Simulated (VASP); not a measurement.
# Mg2CdN2 (P-3m1) in VASP: further runs

The runs below take Mg2CdN2 through single point, with PBEsol.

Program: VASP 6.6.1. These are calculated values, not measurements. Logs are shortened: lines on timing, memory, paths and dates and some standing lists are left out, and cuts for length are marked.

**1. The structure**

Symmetry: P-3m1, No. 164, trigonal system. Conventional cell: a = 3.553 Å, b = 3.553 Å, c = 5.984 Å, α = 90.00°, β = 90.00°, γ = 120.00°. Mg (site symmetry 3m) is surrounded by 4 N at 2.10 to 2.28 Å. Cd (site symmetry -3m) is surrounded by 6 N at 2.62 Å and 6 Mg at 2.92 Å. N (site symmetry 3m) is surrounded by 4 Mg at 2.10 to 2.28 Å.

The cell comes from a database or a generator and needn't be the stable form of this composition.

**2. Single point, PBEsol**

INCAR reads:

```
SYSTEM = Mg2CdN2
PREC     = Accurate       ! precision mode
ENCUT    = 520            ! plane-wave cutoff, eV
EDIFF    = 1E-7           ! SCF threshold, eV
ISMEAR   = 0              ! smearing method
SIGMA    = 0.03           ! smearing width, eV
LREAL    = .FALSE.        ! projectors in reciprocal space
LASPH    = .TRUE.         ! aspherical terms in the spheres
NELM     = 100            ! most SCF steps
ALGO     = Fast           ! electronic algorithm
ISIF     = 2              ! what is computed and relaxed
LWAVE    = .FALSE.        ! write WAVECAR
LCHARG   = .TRUE.         ! write CHGCAR
GGA      = PS             ! functional
LELF     = .TRUE.         ! ELF
LVHAR    = .TRUE.       
NBANDS   = 21             ! bands
```

KPOINTS reads:

```
regular mesh
0
G
  12 12 6
  0 0 0
```

POSCAR reads:

```
Mg2CdN2
1.0
    3.5528825911      0.0000000000      0.0000000000
   -1.7764412955      3.0768865806      0.0000000000
    0.0000000000      0.0000000000      5.9838310064
Mg Cd N
2 1 2
Direct
    0.6666666667      0.3333333333      0.1534420000
    0.3333333333      0.6666666667      0.8465580000
    0.0000000000      0.0000000000      0.5000000000
    0.6666666667      0.3333333333      0.7722310000
    0.3333333333      0.6666666667      0.2277690000
```

Potentials or basis: VASP PAW PBE potentials, release 64 (Mg, Cd, N).

Launch:

```
$ cat potpaw_PBE.64/Mg/POTCAR potpaw_PBE.64/Cd/POTCAR potpaw_PBE.64/N/POTCAR > POTCAR
$ mpirun -np 1 vasp_std > vasp.out
```

OUTCAR:

```text
SYSTEM = Mg2CdN2
   PREC = Accurate
   ENCUT = 520
   EDIFF = 1E-7
   ISMEAR = 0
   LREAL = .FALSE.
   LASPH = .TRUE.
   NELM = 100
   ISIF = 2
   GGA = PS

 ion  position               nearest neighbor table
   1  0.667  0.333  0.153-   5 2.10   5 2.10   5 2.10   4 2.28   2 2.75   2 2.75   2 2.75   3 2.92
                             3 2.92   3 2.92
   2  0.333  0.667  0.847-   4 2.10   4 2.10   4 2.10   5 2.28   1 2.75   1 2.75   1 2.75   3 2.92
                             3 2.92   3 2.92
   3  0.000  0.000  0.500-   4 2.62   5 2.62   4 2.62   5 2.62   4 2.62   5 2.62   1 2.92   2 2.92
                             2 2.92   1 2.92   1 2.92   2 2.92
   4  0.667  0.333  0.772-   2 2.10   2 2.10   2 2.10   1 2.28   3 2.62   3 2.62   3 2.62
   5  0.333  0.667  0.228-   1 2.10   1 2.10   1 2.10   2 2.28   3 2.62   3 2.62   3 2.62

  LATTYP: Found a hexagonal cell.
 ALAT       =     3.5528825911
 C/A-ratio  =     1.6842186177

  Lattice vectors:

 A1 = (   3.5528825911,   0.0000000000,   0.0000000000)
 A2 = (  -1.7764412955,   3.0768865806,   0.0000000000)
 A3 = (   0.0000000000,   0.0000000000,   5.9838310064)

Analysis of symmetry for initial positions (statically):
=====================================================================
 Subroutine PRICEL returns:
 Original cell was already a primitive cell.

 Routine SETGRP: Setting up the symmetry group for a
 hexagonal supercell.

 Subroutine GETGRP returns: Found 12 space group operations
 (whereof 12 operations were pure point group operations)
 out of a pool of 24 trial point group operations.

The static configuration has the point symmetry D_3d.

Analysis of symmetry for dynamics (positions and initial velocities):
=====================================================================
 Subroutine PRICEL returns:
 Original cell was already a primitive cell.

 Routine SETGRP: Setting up the symmetry group for a
 hexagonal supercell.

 Subroutine GETGRP returns: Found 12 space group operations
 (whereof 12 operations were pure point group operations)
 out of a pool of 24 trial point group operations.

The dynamic configuration has the point symmetry D_3d.

 Subroutine INISYM returns: Found 12 space group operations
 (whereof 12 operations are pure point group operations),
 and found     1 'primitive' translations

----------------------------------------------------------------------------------------

                                     Primitive cell
[... 100 lines left out ...]
   NSW    =      0    number of steps for IOM
   IBRION =     -1    ionic relax: 0-MD 1-quasi-New 2-CG
   NFREE  =      0    steps in history (QN), initial steepest desc. (CG)
   ISIF   =      2    stress and relaxation
   ISYM   =      2    0-nonsym 1-usesym 2-fastsym
   POTIM  = 0.5000    time-step for ionic-motion
   TEBEG  =    0.0;   TEEND  =   0.0 temperature during run
   PSTRESS=    0.0 pullay stress
   NELECT =      26.0000    total number of electrons
   NUPDOWN=      -1.0000    fix difference up-down
   EMIN   =  10.00;   EMAX   =-10.00  energy-range for DOS
   EFERMI =   0.00;   METHOD = LEGACY
   ISMEAR =     0;   SIGMA  =   0.03  broadening in eV -4-tet -1-fermi 0-gaus
   EFERMI_NEDOS =   21; number of points for ismear=-14 and -15
   IALGO  =     68    algorithm
   IMIX   =      4    mixing-type and parameters
     AMIX     =   0.40;   BMIX     =  1.00
     AMIX_MAG =   1.60;   BMIX_MAG =  1.00
  volume/ion in A,a.u.               =      13.08        88.29
  Fermi-wavevector in a.u.,A,eV,Ry     =   1.203674  2.274613 19.712530  1.448830
  Thomas-Fermi vector in A             =   2.339420
   LORBIT       =      0    0 simple, 1 ext, 2 COOP (PROOUT), +10 PAW based schemes
   GGA     = PS    functional components
   LHFCALC =     F    Hartree Fock is set to
   AEXX    =    0.0000 exact exchange contribution
   IVDW    =     0    specifies the selected vdW correction
   LEPSILON=     F    determine dielectric tensor
   LRPA    =     F    only Hartree local field effects (RPA)
 non-spin polarized calculation
 RMM-DIIS sequential band-by-band and
 Gauss-broadening in eV      SIGMA  =   0.03
  energy-cutoff  :      520.00
  volume of cell :       65.41
 maximum number of plane-waves:      1798
 NGX is ok and might be reduce to    28
   NGX = 13   NGY = 13   NGZ = 23

 number of electron      26.0000004 magnetization

 Free energy of the ion-electron system (eV)
  ---------------------------------------------------
  ext. energy  EPLUGINS =         0.00000000
  ---------------------------------------------------
  free energy    TOTEN  =       -23.32657091 eV

  energy without entropy =      -23.32657091  energy(sigma->0) =      -23.32657091

 E-fermi :   2.7990     XC(G=0): -10.8147

 val. band max:        2.6740214750   @ k =   0.1667   0.0833   0.0000
 cond. band min:       2.9660094509   @ k =   0.0000   0.0000   0.0000
 fundamental gap:      0.2919879758
 Fermi energy:         2.7990031484

 k-point     1 :       0.0000    0.0000    0.0000
  band No.  band energies     occupation
      1     -10.5160      2.00000
      2      -9.4616      2.00000
      3      -5.0026      2.00000
      4      -4.8564      2.00000
      5      -4.8564      2.00000
      6      -4.6796      2.00000
[... 565 lines left out ...]
     20      12.9813      0.00000
     21      13.3325      0.00000

 [... further k-points ...]

------------------------ aborting loop because EDIFF is reached ----------------------------------------

  FORCE on cell =-STRESS in cart. coord.  units (eV):
  Direction    XX          YY          ZZ          XY          YZ          ZX
  --------------------------------------------------------------------------------------
  -------------------------------------------------------------------------------------
  Total       -1.5102637     -1.5102637     -1.6371942     -0.0000000     -0.0000000     -0.0000000
  in kB      -36.9906284    -36.9906284    -40.0995156     -0.0000000     -0.0000000     -0.0000000
  external PRESSURE =     -38.0269242 kB  Pullay stress =       0.0000000 kB

 VOLUME and BASIS-vectors are now :
 -----------------------------------------------------------------------------
  energy-cutoff  :      520.00
  volume of cell :       65.41
      direct lattice vectors                 reciprocal lattice vectors
     3.552882591  0.000000000  0.000000000     0.281461595  0.162501927  0.000000000
    -1.776441295  3.076886581  0.000000000     0.000000000  0.325003855  0.000000000
     0.000000000  0.000000000  5.983831006     0.000000000  0.000000000  0.167117019

 POSITION                                       TOTAL-FORCE (eV/Angst)
 -----------------------------------------------------------------------------------
      1.77644      1.02563      0.91817        -0.000000      0.000000      0.085449
     -0.00000      2.05126      5.06566        -0.000000      0.000000     -0.085449
      0.00000      0.00000      2.99192         0.000000      0.000000      0.000000
      1.77644      1.02563      4.62090         0.000000      0.000000     -0.090879
     -0.00000      2.05126      1.36293         0.000000      0.000000      0.090879
 -----------------------------------------------------------------------------------
    total drift:                                0.000000     -0.000000      0.000000

  FREE ENERGIE OF THE ION-ELECTRON SYSTEM (eV)
  ---------------------------------------------------
  free  energy   TOTEN  =       -23.3265709093 eV

  energy  without entropy=      -23.3265709093  energy(sigma->0) =      -23.32657091
```

stdout:

```text
POSCAR found type information on POSCAR MgCdN
 POSCAR found :  3 types and       5 ions
 scaLAPACK will be used
 -----------------------------------------------------------------------------
|                                                                             |
|                                                                             |
|     You enforced a specific xc type in the INCAR file but a different       |
|     I HOPE YOU KNOW WHAT YOU ARE DOING!                                     |
|                                                                             |
 -----------------------------------------------------------------------------

 LDA part: xc-table for (Slater+PW92), standard interpolation
 POSCAR, INCAR and KPOINTS ok, starting setup
 FFT: planning ... GRIDC
 FFT: planning ... GRID_SOFT
 FFT: planning ... GRID
 WAVECAR not read
 entering main loop
```

Wall time 1.9 min (1 thread of Intel Xeon Platinum 8488C (Sapphire Rapids), shared host); peak memory 0.29 GiB.

What came out:

- Free energy: -23.3266 eV
- Pressure: -3.8 GPa
- Largest force: 0.091 eV/Å
- Band gap on the k mesh: 0.29 eV, indirect (least direct gap 0.65 eV)

Forces in eV/Å, atoms in the order of the input:
```
Mg   0.000  0.000  0.085
Mg   0.000  0.000 -0.085
Cd   0.000  0.000  0.000
N    0.000  0.000 -0.091
N    0.000  0.000  0.091
```

Levels at points of the mesh, in eV from the valence-band top:
```tsv
k point	band 11	band 12	band 13	band 14	band 15	band 16
(0.00, 0.00, 0.00)	-0.38	-0.36	-0.36	0.29	4.15	6.84
(0.50, 0.00, 0.00)	-1.49	-0.99	-0.21	3.47	3.95	4.92
(0.00, 0.00, 0.50)	-0.61	-0.10	-0.10	2.90	2.95	7.59
(0.50, 0.00, 0.50)	-0.99	-0.82	-0.59	2.82	2.98	6.53
```

Caveat: the PAW data sets were made with another functional, which shifts forces and pressure a little.

**3. Single point, PBEsol**

INCAR reads:

```
PREC = Accurate
ENCUT = 520
EDIFF = 1E-6
ISMEAR = 0
SIGMA = 0.03
LREAL = False
LASPH = True
NELM = 60
ALGO = Fast
ISIF = 2
LWAVE = False
LCHARG = False
GGA = PS
NBANDS = 21
```

KPOINTS reads:

```
regular mesh
0
Gamma
  12 12 6
```

POSCAR is that of step 2.

Potentials or basis: VASP PAW PBE potentials, release 64 (Mg, Cd, N).

Launch:

```
$ cat potpaw_PBE.64/Mg/POTCAR potpaw_PBE.64/Cd/POTCAR potpaw_PBE.64/N/POTCAR > POTCAR
$ mpirun -np 1 vasp_std > vasp.out
```

Run time: 98 s. Hardware: 1 thread of Intel Xeon Platinum 8488C (Sapphire Rapids), shared host; peak memory 0.29 GiB.

Results (log left out):

| Quantity | Value |
| --- | --- |
| Free energy | -23.3266 eV |
| Pressure | -3.8 GPa |
| Largest force | 0.091 eV/Å |
| Band gap on the k mesh | 0.29 eV, indirect (least direct gap 0.65 eV) |

Forces in eV/Å, atoms in the order of the input:
```
Mg   0.000  0.000  0.085
Mg   0.000  0.000 -0.085
Cd   0.000  0.000  0.000
N    0.000  0.000 -0.091
N    0.000  0.000  0.091
```

Stress tensor (GPa, compression positive):
```
-3.71  0.00  0.00
 0.00 -3.71  0.00
 0.00  0.00 -4.03
```

Levels at points of the mesh, in eV from the valence-band top:
```
           k point  band 11  band 12  band 13  band 14  band 15  band 16
(0.00, 0.00, 0.00)    -0.38    -0.36    -0.36     0.29     4.15     6.84
(0.50, 0.00, 0.00)    -1.49    -0.99    -0.21     3.47     3.95     4.92
(0.00, 0.00, 0.50)    -0.61    -0.10    -0.10     2.90     2.95     7.59
(0.50, 0.00, 0.50)    -0.99    -0.82    -0.59     2.82     2.98     6.53
```

Caveat: the PAW data sets were made with another functional, which shifts forces and pressure a little. As with any semilocal functional, this PBEsol gap is likely too small.
